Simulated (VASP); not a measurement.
```xyz
8
Lattice="0.0000 2.1552 2.1552 2.1552 0.0000 2.1552 8.6146 8.6146 0.0061" Properties=species:S:1:pos:R:3 pbc="T T T"
V      0.0000     0.0000     0.0000
N      2.0796     2.0796     2.2307
N      4.2786     4.2786     2.1870
N      6.4912     6.4912     2.1295
N      8.6902     8.6902     2.0857
Nb     2.1025     2.1025     0.0527
Nb     4.3073     4.3073     0.0031
Nb     8.6672     8.6672     4.2638
```

Computed with PBEsol GGA, VASP's PBE PAW potentials (set 64) (plane waves; VASP). Numerical set-up: 520 eV cut-off, 14×14×4 Γ-centred mesh, tetrahedra with Blöchl corrections, potentials V_sv N Nb_sv.

The cores are frozen, which limits the accuracy of field gradients.

Give the principal components of the electric field gradient (V/Å²) and the asymmetry η at each nucleus.

```json
[
 {"atom": "V1", "Vxx": "-1.1", "Vyy": "-1.1", "Vzz": "2.3", "η": "0.00"},
 {"atom": "N2", "Vxx": "0.8", "Vyy": "0.8", "Vzz": "-1.5", "η": "0.00"},
 {"atom": "N3", "Vxx": "-1.0", "Vyy": "-1.0", "Vzz": "1.9", "η": "0.00"},
 {"atom": "N4", "Vxx": "-1.0", "Vyy": "-1.0", "Vzz": "1.9", "η": "0.00"},
 {"atom": "N5", "Vxx": "0.8", "Vyy": "0.8", "Vzz": "-1.5", "η": "0.00"},
 {"atom": "Nb6", "Vxx": "1.0", "Vyy": "1.0", "Vzz": "-2.1", "η": "0.00"},
 {"atom": "Nb7", "Vxx": "1.1", "Vyy": "1.1", "Vzz": "-2.3", "η": "0.00"},
 {"atom": "Nb8", "Vxx": "1.0", "Vyy": "1.0", "Vzz": "-2.1", "η": "0.00"}
]
```

The structure was generated: Nb3VN4 was put into an ordered model structure (R-3m), which need not be its known phase. It was relaxed first. The run is not spin-polarised, so no magnetic state was tried.
